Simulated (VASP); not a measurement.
Na2ZrS2:

```
Na Zr S
1.0
    -2.47618    2.47618    4.04035
     2.47618   -2.47618    4.04035
     2.47618    2.47618   -4.04035
Na Zr S
2 1 2
Direct
  0.35677 0.35677 0.00000
  0.64323 0.64323 0.00000
  0.00000 0.00000 0.00000
  0.75000 0.25000 0.50000
  0.25000 0.75000 0.50000
```

The cell was built by a generator and needn't be a form met in nature.

```yaml
Program: VASP 6.6.1
Task: relaxation of cell and atoms
Functional: PBE
Potentials_or_basis: VASP PAW PBE potentials, release 64 (Na_pv, Zr_sv, S)
Cutoff: 600 eV
k_mesh: 6 × 6 × 6
Occupations: fermi-dirac, width 0.05 eV
Spin: no spin polarisation
Hubbard_terms: Zr d U = 5 eV
```

At the start: pressure 0.2 GPa; volume 19.82 Å³/atom.

Question: How do energy, volume and symmetry change on relaxing?

Answer: Over 5 steps the energy falls by 6.4 meV/atom and the volume is 19.99 Å³/atom (+0.9 %); space group I4/mmm (No. 139, to 0.05 Å).

Step by step:
| step | energy change (eV) | largest force (eV/Å) | pressure (GPa) | volume (Å³) |
| --- | --- | --- | --- | --- |
| 1 | 0.0000 | 0.1256 | 0.22 | 99.09 |
| 2 | -0.0309 | 0.0290 | 0.23 | 99.46 |
| 3 | -0.0316 | 0.0136 | 0.24 | 99.52 |
| 4 | -0.0319 | 0.0052 | -0.02 | 99.97 |
| 5 | -0.0319 | 0.0030 | 0.00 | 99.94 |

Final structure:
```
Na Zr S
1.0
    -2.45661    2.45661    4.13994
     2.45661   -2.45661    4.13994
     2.45661    2.45661   -4.13994
Na Zr S
2 1 2
Direct
  0.35774 0.35774 0.00000
  0.64226 0.64226 0.00000
  0.00000 0.00000 0.00000
  0.75000 0.25000 0.50000
  0.25000 0.75000 0.50000
```

Caveat: U without spin polarisation on a metal has little footing.
